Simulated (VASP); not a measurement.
Consider the following.

```
Al2Au
1.0
    0.00000     2.99465     2.99465
    2.99465     0.00000     2.99465
    2.99465     2.99465     0.00000
Al Au
2 1
Cartesian
  1.49733   1.49733   1.49733
  4.49198   4.49198   4.49198
  0.00000   0.00000   0.00000
```

Computed with PBE GGA with D4 dispersion, VASP's PBE PAW potentials (set 64) (plane waves; VASP). Numerical set-up: 520 eV cut-off, Gaussian smearing of 0.050 eV, potentials Al Au.

### Question
Give the energies of bands 2 to 11 at the high-symmetry points, in eV from the Fermi level.

### Answer

```json
[
 {"band": "2", "Γ": "-6.60", "X": "-7.09", "U": "-6.79", "L": "-6.45", "W": "-7.04"},
 {"band": "3", "Γ": "-6.60", "X": "-6.22", "U": "-6.58", "L": "-6.36", "W": "-6.33"},
 {"band": "4", "Γ": "-6.60", "X": "-5.79", "U": "-5.90", "L": "-6.36", "W": "-6.24"},
 {"band": "5", "Γ": "-5.64", "X": "-5.79", "U": "-5.57", "L": "-5.52", "W": "-5.78"},
 {"band": "6", "Γ": "-5.64", "X": "-5.33", "U": "-5.54", "L": "-5.52", "W": "-5.19"},
 {"band": "7", "Γ": "2.31", "X": "-5.01", "U": "-4.60", "L": "-5.44", "W": "-4.01"},
 {"band": "8", "Γ": "2.99", "X": "-2.10", "U": "-3.38", "L": "0.39", "W": "-4.01"},
 {"band": "9", "Γ": "2.99", "X": "-2.10", "U": "-1.35", "L": "0.39", "W": "-2.17"},
 {"band": "10", "Γ": "2.99", "X": "1.32", "U": "1.89", "L": "3.33", "W": "4.18"},
 {"band": "11", "Γ": "3.96", "X": "2.13", "U": "4.42", "L": "3.67", "W": "4.18"}
]
```

It has no gap at this level: it comes out as a metal or semimetal.

The compound is AuAl2 in the fluorite structure. It was relaxed first. The electron count is odd and the run is not spin-polarised, which forces a metal.
